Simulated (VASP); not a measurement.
ScF₃ (space group Pm-3m): computed properties

These are r2SCAN meta-GGA, VASP's PBE PAW potentials (set 64) (plane waves; VASP) values and carry that method's errors.

```yaml
space_group: Pm-3m (221)
cell: a = 4.0411 Å, b = 4.0411 Å, c = 4.0411 Å, α = 90.00°, β = 90.00°, γ = 90.00°
volume_per_atom: 16.50 Å³/atom
band gap (over mesh and band path): 6.97 eV
smallest direct gap (over mesh and band path): 7.49 eV
band_edge_character_without_spin_orbit_coupling: indirect, R to Γ
band_gap_with_spin_orbit_coupling: 6.95 eV
density: 2.57 g/cm³
mean ε∞ (independent particles): 2.11
```

```xyz
4
Lattice="4.0411 0.0000 0.0000 0.0000 4.0411 0.0000 0.0000 0.0000 4.0411" Properties=species:S:1:pos:R:3 pbc="T T T"
Sc     0.0000     0.0000     0.0000
F      2.0206     0.0000     0.0000
F      0.0000     2.0206     0.0000
F      0.0000     0.0000     2.0206
```

The structure comes from a measured ScF3 entry (Pm-3m) of the Crystallography Open Database, whose conditions weren't checked. It was relaxed first. Symmetry was kept, so distortions that lower it aren't found.
